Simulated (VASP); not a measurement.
# HfBrF3 (Pm-3m) in VASP: notebook

One crystal, HfBrF3, is run at these levels: PBE; tasks: single point, relaxation of cell and atoms.

Everything below comes from runs of VASP 6.6.1. Logs are shortened: lines on timing, memory, paths and dates and some standing lists are left out, and cuts for length are marked.

### Step 1. The cell of the first run

It takes space group Pm-3m (No. 221, cubic). Conventional cell: a = 4.569 Å, b = 4.569 Å, c = 4.569 Å, α = 90.00°, β = 90.00°, γ = 90.00°. Around Hf (site symmetry m-3m) lie 12 F at 3.23 Å. Around Br (site symmetry m-3m) lie 6 F at 2.28 Å. F (site symmetry 4/mmm) has 2 Br at 2.28 Å as nearest neighbours.

The cell was built by a generator and needn't be a form met in nature.

### Step 2. Single point, PBE (species swapped into the SrTaO3 type (Pm-3m, No. 221))

INCAR reads:

```
PREC     = Accurate       # precision mode
ENCUT    = 520            # plane-wave cutoff, eV
EDIFF    = 1E-6           # SCF threshold, eV
ISMEAR   = 0              # smearing method
SIGMA    = 0.1            # smearing width, eV
LREAL    = F              # projectors in reciprocal space
LASPH    = T              # aspherical terms in the spheres
NELM     = 60             # most SCF steps
ALGO     = Normal         # electronic algorithm
ISIF     = 2              # what is computed and relaxed
LWAVE    = F              # write WAVECAR
LCHARG   = F              # write CHGCAR
GGA      = PE             # functional
NBANDS   = 27             # bands
```

KPOINTS reads:

```
regular mesh
0
Gamma
  8 8 8
```

POSCAR reads:

```
HfBrF3
1.0
    4.5694636198      0.0000000000      0.0000000000
    0.0000000000      4.5694636198      0.0000000000
    0.0000000000      0.0000000000      4.5694636198
Hf Br F
1 1 3
Direct
    0.0000000000      0.0000000000      0.0000000000
    0.5000000000      0.5000000000      0.5000000000
    0.5000000000      0.5000000000      0.0000000000
    0.5000000000      0.0000000000      0.5000000000
    0.0000000000      0.5000000000      0.5000000000
```

Potentials or basis: VASP PAW PBE potentials, release 64 (Hf_pv, Br, F).

The run is started by

```bash
cat potpaw_PBE.64/Hf_pv/POTCAR potpaw_PBE.64/Br/POTCAR potpaw_PBE.64/F/POTCAR > POTCAR
mpirun -np 1 vasp_std > vasp.out
```

OUTCAR:

```text
PREC = Accurate
   ENCUT = 520
   EDIFF = 1E-6
   ISMEAR = 0
   LREAL = F
   LASPH = T
   NELM = 60
   ISIF = 2
   GGA = PE

 ion  position               nearest neighbor table
   1  0.000  0.000  0.000-
   2  0.500  0.500  0.500-   3 2.28   4 2.28   5 2.28   3 2.28   4 2.28   5 2.28
   3  0.500  0.500  0.000-   2 2.28   2 2.28
   4  0.500  0.000  0.500-   2 2.28   2 2.28
   5  0.000  0.500  0.500-   2 2.28   2 2.28

  LATTYP: Found a simple cubic cell.
 ALAT       =     4.5694636198

  Lattice vectors:

 A1 = (   4.5694636198,   0.0000000000,   0.0000000000)
 A2 = (   0.0000000000,   4.5694636198,   0.0000000000)
 A3 = (   0.0000000000,   0.0000000000,   4.5694636198)

Analysis of symmetry for initial positions (statically):
=====================================================================
 Subroutine PRICEL returns:
 Original cell was already a primitive cell.

 Routine SETGRP: Setting up the symmetry group for a
 simple cubic supercell.

 Subroutine GETGRP returns: Found 48 space group operations
 (whereof 48 operations were pure point group operations)
 out of a pool of 48 trial point group operations.

The static configuration has the point symmetry O_h .

Analysis of symmetry for dynamics (positions and initial velocities):
=====================================================================
 Subroutine PRICEL returns:
 Original cell was already a primitive cell.

 Routine SETGRP: Setting up the symmetry group for a
 simple cubic supercell.

 Subroutine GETGRP returns: Found 48 space group operations
 (whereof 48 operations were pure point group operations)
 out of a pool of 48 trial point group operations.

The dynamic configuration has the point symmetry O_h .

 Subroutine INISYM returns: Found 48 space group operations
 (whereof 48 operations are pure point group operations),
 and found     1 'primitive' translations

----------------------------------------------------------------------------------------

                                     Primitive cell

  volume of cell :      95.4104

  direct lattice vectors                    reciprocal lattice vectors
     4.569463620  0.000000000  0.000000000     0.218844066  0.000000000  0.000000000
     0.000000000  4.569463620  0.000000000     0.000000000  0.218844066  0.000000000
[... 91 lines left out ...]
   EDIFF  = 0.1E-05   stopping-criterion for ELM
   LREAL  =      F    real-space projection
   EDIFFG = 0.1E-04   stopping-criterion for IOM
   NSW    =      0    number of steps for IOM
   IBRION =     -1    ionic relax: 0-MD 1-quasi-New 2-CG
   NFREE  =      0    steps in history (QN), initial steepest desc. (CG)
   ISIF   =      2    stress and relaxation
   ISYM   =      2    0-nonsym 1-usesym 2-fastsym
   POTIM  = 0.5000    time-step for ionic-motion
   TEBEG  =    0.0;   TEEND  =   0.0 temperature during run
   PSTRESS=    0.0 pullay stress
   NELECT =      38.0000    total number of electrons
   NUPDOWN=      -1.0000    fix difference up-down
   EMIN   =  10.00;   EMAX   =-10.00  energy-range for DOS
   EFERMI =   0.00;   METHOD = LEGACY
   ISMEAR =     0;   SIGMA  =   0.10  broadening in eV -4-tet -1-fermi 0-gaus
   EFERMI_NEDOS =   21; number of points for ismear=-14 and -15
   IALGO  =     38    algorithm
   IMIX   =      4    mixing-type and parameters
     AMIX     =   0.40;   BMIX     =  1.00
     AMIX_MAG =   1.60;   BMIX_MAG =  1.00
  volume/ion in A,a.u.               =      19.08       128.77
  Fermi-wavevector in a.u.,A,eV,Ry     =   1.204493  2.276161 19.739366  1.450802
  Thomas-Fermi vector in A             =   2.340216
   LORBIT       =      0    0 simple, 1 ext, 2 COOP (PROOUT), +10 PAW based schemes
   GGA     = PE    functional components
   LHFCALC =     F    Hartree Fock is set to
   AEXX    =    0.0000 exact exchange contribution
   IVDW    =     0    specifies the selected vdW correction
   LEPSILON=     F    determine dielectric tensor
   LRPA    =     F    only Hartree local field effects (RPA)
 non-spin polarized calculation
 Gauss-broadening in eV      SIGMA  =   0.10
  energy-cutoff  :      520.00
  volume of cell :       95.41
 maximum number of plane-waves:      2612
 NGX is ok and might be reduce to    36
   NGX = 17   NGY = 17   NGZ = 17

 number of electron      38.0000044 magnetization

 Free energy of the ion-electron system (eV)
  ---------------------------------------------------
  ext. energy  EPLUGINS =         0.00000000
  ---------------------------------------------------
  free energy    TOTEN  =       -16.75838804 eV

  energy without entropy =      -16.71898819  energy(sigma->0) =      -16.73868811

 E-fermi :   2.3993     XC(G=0):  -9.1963

 val. band max:        2.3772126395   @ k =   0.5000   0.2500   0.1250
 cond. band min:       2.4019863482   @ k =   0.2500   0.1250   0.1250
 fundamental gap:      0.0247737087
 Fermi energy:         2.3992516848

 k-point     1 :       0.0000    0.0000    0.0000
  band No.  band energies     occupation
      1     -31.4278      2.00000
      2     -31.4278      2.00000
      3     -31.4278      2.00000
      4     -21.2703      2.00000
      5     -20.7643      2.00000
      6     -20.7643      2.00000
[... 709 lines left out ...]
     26       6.4030      0.00000
     27       6.9351      0.00000

 [... further k-points ...]

------------------------ aborting loop because EDIFF is reached ----------------------------------------

  FORCE on cell =-STRESS in cart. coord.  units (eV):
  Direction    XX          YY          ZZ          XY          YZ          ZX
  --------------------------------------------------------------------------------------
  -------------------------------------------------------------------------------------
  Total       -0.1995005     -0.1995005     -0.1995005     -0.0000000      0.0000000      0.0000000
  in kB       -3.3501086     -3.3501086     -3.3501086     -0.0000000      0.0000000      0.0000000
  external PRESSURE =      -3.3501086 kB  Pullay stress =       0.0000000 kB

 VOLUME and BASIS-vectors are now :
 -----------------------------------------------------------------------------
  energy-cutoff  :      520.00
  volume of cell :       95.41
      direct lattice vectors                 reciprocal lattice vectors
     4.569463620  0.000000000  0.000000000     0.218844066  0.000000000  0.000000000
     0.000000000  4.569463620  0.000000000     0.000000000  0.218844066  0.000000000
     0.000000000  0.000000000  4.569463620     0.000000000  0.000000000  0.218844066

 POSITION                                       TOTAL-FORCE (eV/Angst)
 -----------------------------------------------------------------------------------
      0.00000      0.00000      0.00000         0.000000      0.000000      0.000000
      2.28473      2.28473      2.28473         0.000000      0.000000      0.000000
      2.28473      2.28473      0.00000         0.000000      0.000000      0.000000
      2.28473      0.00000      2.28473         0.000000      0.000000      0.000000
      0.00000      2.28473      2.28473         0.000000      0.000000      0.000000
 -----------------------------------------------------------------------------------
    total drift:                                0.000000      0.000000      0.000000

  FREE ENERGIE OF THE ION-ELECTRON SYSTEM (eV)
  ---------------------------------------------------
  free  energy   TOTEN  =       -16.7583880367 eV

  energy  without entropy=      -16.7189881854  energy(sigma->0) =      -16.73868811
```

OSZICAR:

```text
N       E                     dE             d eps       ncg     rms          rms(c)
DAV:   1     0.236610272617E+03    0.23661E+03   -0.20177E+04  1890   0.130E+03
DAV:   2    -0.777662764800E+01   -0.24439E+03   -0.23465E+03  2458   0.306E+02
DAV:   3    -0.256851593594E+02   -0.17909E+02   -0.17564E+02  2091   0.752E+01
DAV:   4    -0.259532824661E+02   -0.26812E+00   -0.26743E+00  2138   0.929E+00
DAV:   5    -0.259576020752E+02   -0.43196E-02   -0.43185E-02  2181   0.102E+00    0.177E+01
DAV:   6    -0.219153832644E+02    0.40422E+01   -0.11746E+02  1954   0.294E+01    0.197E+01
DAV:   7    -0.180964321904E+02    0.38190E+01   -0.72500E+01  2087   0.164E+01    0.101E+01
DAV:   8    -0.170763276944E+02    0.10201E+01   -0.24754E+00  1917   0.427E+00    0.754E+00
DAV:   9    -0.167742151945E+02    0.30211E+00   -0.21843E+00  1917   0.416E+00    0.285E+00
DAV:  10    -0.167988962131E+02   -0.24681E-01   -0.62431E-02  2285   0.135E+00    0.140E+00
DAV:  11    -0.167585658273E+02    0.40330E-01   -0.29111E-01  1929   0.144E+00    0.376E-01
DAV:  12    -0.167588808707E+02   -0.31504E-03   -0.22740E-03  2220   0.265E-01    0.213E-01
DAV:  13    -0.167587267804E+02    0.15409E-03   -0.10694E-02  2046   0.228E-01    0.139E-01
DAV:  14    -0.167584005947E+02    0.32619E-03   -0.14660E-03  2039   0.109E-01    0.617E-02
DAV:  15    -0.167583884510E+02    0.12144E-04   -0.98069E-05  2036   0.471E-02    0.995E-03
DAV:  16    -0.167583899037E+02   -0.14527E-05   -0.14048E-05  2037   0.200E-02    0.105E-02
DAV:  17    -0.167583880037E+02    0.19000E-05   -0.87495E-06  1643   0.963E-03    0.161E-03
DAV:  18    -0.167583880367E+02   -0.33003E-07   -0.21780E-07  1044   0.269E-03
   1 F= -.16758388E+02 E0= -.16738688E+02  d E =-.393999E-01
```

stdout:

```text
POSCAR found type information on POSCAR HfBrF
 POSCAR found :  3 types and       5 ions
 scaLAPACK will be used
 LDA part: xc-table for (Slater+PW92), standard interpolation
 POSCAR, INCAR and KPOINTS ok, starting setup
 FFT: planning ... GRIDC
 FFT: planning ... GRID_SOFT
 FFT: planning ... GRID
 WAVECAR not read
 entering main loop
```

It took 2.8 min on 1 thread of AMD EPYC 7R43 (Zen 3), shared host; peak memory 0.22 GiB.

Results:

```yaml
Free_energy: -16.7584 eV
Pressure: -0.3 GPa
Band_gap_on_the_k_mesh: none (metal or under the smearing width)
```

### Step 3. Relaxation of cell and atoms, PBE (species swapped into the SrTaO3 type (Pm-3m, No. 221))

INCAR reads:

```
ALGO = Normal
EDIFF = 1E-7
EDIFFG = -0.01
ENCUT = 600
GGA = PE
IBRION = 2
ISIF = 3
ISMEAR = 0
LASPH = T
LCHARG = F
LREAL = F
LWAVE = F
NELM = 60
NSW = 100
PREC = Accurate
SIGMA = 0.1
```

KPOINTS reads:

```
k-points
0
Gamma
  8 8 8
```

Changes to POSCAR since step 2:

```diff
@@ -2,5 +2,5 @@
 1.0
-    4.5694636198      0.0000000000      0.0000000000
-    0.0000000000      4.5694636198      0.0000000000
-    0.0000000000      0.0000000000      4.5694636198
+    4.5671005378      0.0000000000      0.0000000000
+    0.0000000000      4.5671005378      0.0000000000
+    0.0000000000      0.0000000000      4.5671005378
 Hf Br F
```

Potentials or basis: VASP PAW PBE potentials, release 64 (Hf_pv, Br, F).

The run is started by

```bash
cat potpaw_PBE.64/Hf_pv/POTCAR potpaw_PBE.64/Br/POTCAR potpaw_PBE.64/F/POTCAR > POTCAR
mpirun -np 1 vasp_std > vasp.out
```

Run time: 4.8 min. Hardware: 1 thread of AMD EPYC 7R43 (Zen 3), shared host; peak memory 0.23 GiB.

Results (log left out):

| Item | Value |
| --- | --- |
| Free energy | -16.7632 eV |
| Relaxed volume | 18.96 Å³/atom |
| Relaxed cell | a = 4.560 Å, b = 4.560 Å, c = 4.560 Å, α = 90.00°, β = 90.00°, γ = 90.00° |
| Space group after relaxing (to 0.05 Å) | Pm-3m (No. 221) |
| Energy gained by relaxing | 0.1 meV/atom |
| Ionic steps | 2 |
| Pressure after relaxing | 0.0 GPa |
| Band gap on the k mesh | none (metal or under the smearing width) |

Step by step:
| step | energy change (eV) | largest force (eV/Å) | pressure (GPa) | volume (Å³) |
| --- | --- | --- | --- | --- |
| 1 | 0.0000 | 0.0000 | -0.27 | 95.26 |
| 2 | -0.0005 | 0.0000 | -0.04 | 94.82 |

Final structure:
```
Hf Br F
1.0
     4.55994    0.00000    0.00000
     0.00000    4.55994    0.00000
     0.00000    0.00000    4.55994
Hf Br F
1 1 3
Cartesian
  0.0000 0.0000 0.0000
  2.2800 2.2800 2.2800
  2.2800 2.2800 0.0000
  2.2800 0.0000 2.2800
  0.0000 2.2800 2.2800
```

Levels at points of the mesh, in eV from the Fermi level:
| k point | band 16 | band 17 | band 18 | band 19 | band 20 | band 21 | band 22 | band 23 |
| --- | --- | --- | --- | --- | --- | --- | --- | --- |
| (0.00, 0.00, 0.00) | -4.55 | -1.95 | -0.51 | -0.51 | 0.37 | 0.37 | 0.37 | 0.93 |
| (0.50, 0.00, 0.00) | -4.53 | -1.83 | -0.41 | -0.04 | 0.44 | 0.51 | 0.51 | 0.90 |
| (0.50, 0.50, 0.00) | -4.07 | -2.18 | -2.18 | 0.13 | 0.14 | 0.62 | 0.65 | 0.65 |
| (0.50, 0.50, 0.50) | -3.58 | -2.80 | -2.80 | -2.80 | 0.27 | 0.38 | 0.38 | 0.38 |

Spin-orbit coupling is left out, which matters for the levels of Hf.

### Step 4. Single point, PBE (species swapped into the SrTaO3 type (Pm-3m, No. 221))

INCAR reads:

```
  PREC = Accurate
  ENCUT = 520
  EDIFF = 1E-6
  ISMEAR = 0
  SIGMA = 0.1
  LREAL = F
  LASPH = T
  NELM = 60
  ALGO = Normal
  ISIF = 2
  LWAVE = F
  LCHARG = F
  GGA = PE
  NBANDS = 27
```

KPOINTS reads:

```
regular mesh
0
Gamma
  4 4 4
```

POSCAR is that of step 3.

The run is started by

```bash
cat potpaw_PBE.64/Hf_pv/POTCAR potpaw_PBE.64/Br/POTCAR potpaw_PBE.64/F/POTCAR > POTCAR
mpirun -np 1 vasp_std > vasp.out
```

Wall time 71 s (1 thread of AMD EPYC 7R43 (Zen 3), shared host); peak memory 0.18 GiB.

Results (log left out):

* Free energy: -16.7132 eV
* Pressure: -0.3 GPa
* Band gap on the k mesh: none (metal or under the smearing width)

Levels at points of the mesh, in eV from the Fermi level:
```tsv
k point	band 17	band 18	band 19	band 20	band 21	band 22
(0.00, 0.00, 0.00)	-1.92	-0.52	-0.52	0.35	0.35	0.35
(0.50, 0.00, 0.00)	-1.68	-0.38	-0.05	0.41	0.55	0.55
(0.50, 0.50, 0.00)	-2.03	-2.03	0.11	0.14	0.63	0.63
(0.50, 0.50, 0.50)	-2.66	-2.66	-2.66	0.27	0.37	0.37
```

Spin-orbit coupling is left out, which matters for the levels of Hf.

### Step 5. Relaxation of cell and atoms, PBE (species swapped into the SrTaO3 type (Pm-3m, No. 221))

INCAR reads:

```
SYSTEM = HfBrF3
ALGO = Normal ; EDIFF = 1E-6
EDIFFG = -0.04 ; ENCUT = 600
GGA = PE ; IBRION = 2
ISIF = 3 ; ISMEAR = 0
LASPH = .True. ; LCHARG = .False.
LREAL = .False. ; LWAVE = .False.
NELM = 80 ; NSW = 90
PREC = Accurate ; SIGMA = 0.1
```

KPOINTS reads:

```
k-points
0
Gamma
  4 4 4
  0 0 0
```

Changes to POSCAR since step 4:

```diff
@@ -2,5 +2,5 @@
 1.0
-    4.5671005378      0.0000000000      0.0000000000
-    0.0000000000      4.5671005378      0.0000000000
-    0.0000000000      0.0000000000      4.5671005378
+    4.3137898000      0.0000000000      0.0000000000
+    0.0000000000      4.3137898000      0.0000000000
+    0.0000000000      0.0000000000      4.3137898000
 Hf Br F
```

The run is started by

```bash
cat potpaw_PBE.64/Hf_pv/POTCAR potpaw_PBE.64/Br/POTCAR potpaw_PBE.64/F/POTCAR > POTCAR
mpirun -np 1 vasp_std > vasp.out
```

Run time: 2.5 min. Hardware: 1 thread of AMD EPYC 7R43 (Zen 3), shared host; peak memory 0.18 GiB.

Results (log left out):

| Quantity | Value |
| --- | --- |
| Free energy | -16.6984 eV |
| Relaxed volume | 18.95 Å³/atom |
| Relaxed cell | a = 4.559 Å, b = 4.559 Å, c = 4.559 Å, α = 90.00°, β = 90.00°, γ = 90.00° |
| Space group after relaxing (to 0.05 Å) | Pm-3m (No. 221) |
| Energy gained by relaxing | 106.0 meV/atom |
| Ionic steps | 3 |
| Pressure after relaxing | 0.1 GPa |
| Band gap on the k mesh | none (metal or under the smearing width) |

Step by step:
```
step  energy change (eV)  largest force (eV/Å)  pressure (GPa)  volume (Å³)
   1              0.0000                0.0000           13.55        80.27
   2             -0.5213                0.0000           -1.23        97.11
   3             -0.5299                0.0000            0.09        94.75
```

Final structure:
```xyz
5
Lattice="4.5588 0.0000 0.0000 0.0000 4.5588 0.0000 0.0000 0.0000 4.5588" Properties=species:S:1:pos:R:3 pbc="T T T"
Hf    0.0000    0.0000    0.0000
Br    2.2794    2.2794    2.2794
F     2.2794    2.2794    0.0000
F     2.2794    0.0000    2.2794
F     0.0000    2.2794    2.2794
```

Levels at points of the mesh, in eV from the Fermi level:
| k point | band 17 | band 18 | band 19 | band 20 | band 21 | band 22 |
| --- | --- | --- | --- | --- | --- | --- |
| (0.00, 0.00, 0.00) | -1.93 | -0.53 | -0.53 | 0.35 | 0.35 | 0.35 |
| (0.50, 0.00, 0.00) | -1.69 | -0.39 | -0.05 | 0.41 | 0.55 | 0.55 |
| (0.50, 0.50, 0.00) | -2.04 | -2.04 | 0.11 | 0.14 | 0.63 | 0.63 |
| (0.50, 0.50, 0.50) | -2.68 | -2.68 | -2.68 | 0.28 | 0.37 | 0.37 |

Caveat: the k mesh is coarse (spacing up to 0.36 Å⁻¹), so the values aren't converged; the volume moved by over 15 % at a fixed basis, so the end points are rough.

### Step 6. Single point, PBE (species swapped into the SrTaO3 type (Pm-3m, No. 221))

INCAR reads:

```
PREC = Accurate ; ENCUT = 520
EDIFF = 1E-6 ; ISMEAR = 0
SIGMA = 0.1 ; LREAL = False
LASPH = True ; NELM = 100
ALGO = Normal ; ISIF = 2
LWAVE = False ; LCHARG = False
GGA = PE ; NBANDS = 27
```

KPOINTS reads:

```
regular mesh
0
Gamma
  4 4 4
```

POSCAR is that of step 5.

Potentials or basis: VASP PAW PBE potentials, release 64 (Hf_pv, Br, F).

The run is started by

```bash
cat potpaw_PBE.64/Hf_pv/POTCAR potpaw_PBE.64/Br/POTCAR potpaw_PBE.64/F/POTCAR > POTCAR
mpirun -np 1 vasp_std > vasp.out
```

It took 34 s on 1 thread of AMD EPYC 7R43 (Zen 3), shared host; peak memory 0.15 GiB.

Results (log left out):

```
Free energy            : -16.1622 eV
Pressure               : 13.6 GPa
Band gap on the k mesh : none (metal or under the smearing width)
```

Levels at points of the mesh, in eV from the Fermi level:
```tsv
k point	band 17	band 18	band 19	band 20	band 21	band 22
(0.00, 0.00, 0.00)	-2.24	-0.81	-0.81	0.35	0.35	0.35
(0.50, 0.00, 0.00)	-1.97	-0.47	-0.14	0.47	0.65	0.65
(0.50, 0.50, 0.00)	-2.43	-2.43	0.08	0.16	0.78	0.78
(0.50, 0.50, 0.50)	-3.23	-3.23	-3.23	0.44	0.44	0.44
```

Caveat: the k mesh is coarse (spacing up to 0.36 Å⁻¹), so the values aren't converged. The run has no spin-orbit coupling, so splittings on Hf are missing.

### Step 7. Summary

| task | cell | k mesh | cutoff (eV) | mesh quality | gap on the mesh (eV) | pressure (GPa) | relaxed volume (Å³/atom) |
| --- | --- | --- | --- | --- | --- | --- | --- |
| single point | species swapped into the SrTaO3 type (Pm-3m, No. 221) | 8 × 8 × 8 | 520 | not flagged | none | -0.3 | - |
| relaxation of cell and atoms | relaxed from: species swapped into the SrTaO3 type (Pm-3m, No. 221) | 8 × 8 × 8 | 600 | not flagged | none | 0.0 | 18.96 |
| single point | species swapped into the SrTaO3 type (Pm-3m, No. 221) | 4 × 4 × 4 | 520 | not flagged | none | -0.3 | - |
| relaxation of cell and atoms | relaxed from: species swapped into the SrTaO3 type (Pm-3m, No. 221) | 4 × 4 × 4 | 600 | coarse | none | 0.1 | 18.95 |
| single point | species swapped into the SrTaO3 type (Pm-3m, No. 221) | 4 × 4 × 4 | 520 | coarse | none | 13.6 | - |

Alike in all rows: level PBE; potentials or basis VASP PAW PBE potentials, release 64 (Hf_pv, Br, F); no spin polarisation; smearing gaussian 0.1 eV.

Caveats: some runs use coarse meshes; the volume moved by over 15 % at a fixed basis, so the end points are rough (some runs).

Total energies depend on the potentials used, so only differences within one code and one set of settings carry meaning.
